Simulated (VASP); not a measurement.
Set up this calculation in VASP 6.6.1, as the native input.

| Item | Value |
| --- | --- |
| Task | single point |
| Functional | LDA |
| Potentials or basis | VASP PAW LDA potentials, release 64 (O, F, Ag) |
| Cutoff | 520 eV |
| k mesh | 4 × 4 × 4 |
| Occupations | gaussian, width 0.05 eV |
| Spin | no spin polarisation |
| Dipole correction | no |
| Further INCAR settings | ALGO = Fast; EDIFF = 1e-07; NBANDS = 31 |

The structure of Ag3OF lies in POSCAR:

```
Ag3OF
1.0
    4.7960017663      0.0000000000      0.0000000000
    0.0000000000      4.7960017663      0.0000000000
    0.0000000000      0.0000000000      4.7960017663
O F Ag
1 1 3
Direct
    0.0000000000      0.0000000000      0.0000000000
    0.5000000000      0.5000000000      0.5000000000
    0.5000000000      0.5000000000      0.0000000000
    0.5000000000      0.0000000000      0.5000000000
    0.0000000000      0.5000000000      0.5000000000
```

The cell comes from a database or a generator and needn't be the stable form of this composition.

The input as run:

INCAR

```
  PREC = Accurate
  ENCUT = 520
  EDIFF = 1E-7
  ISMEAR = 0
  SIGMA = 0.05
  LREAL = False
  LASPH = True
  NELM = 60
  ALGO = Fast
  ISIF = 2
  LWAVE = False
  LCHARG = False
  NBANDS = 31
```

KPOINTS

```
Automatic mesh
0
Gamma
  4 4 4
```

Potentials or basis: VASP PAW LDA potentials, release 64 (O, F, Ag).

The run is started by

```sh
$ cat potpaw_LDA.64/O/POTCAR potpaw_LDA.64/F/POTCAR potpaw_LDA.64/Ag/POTCAR > POTCAR
$ mpirun -np 1 vasp_std > vasp.out
```

It gave:

| Item | Value |
| --- | --- |
| Pressure | -11.5 GPa |
| Band gap on the k mesh | none (metal or under the smearing width) |

It took 18 s on 1 thread of Intel(R) Xeon(R) Platinum 8559C (Emerald Rapids), with other jobs on the host, peak memory 0.18 GiB.
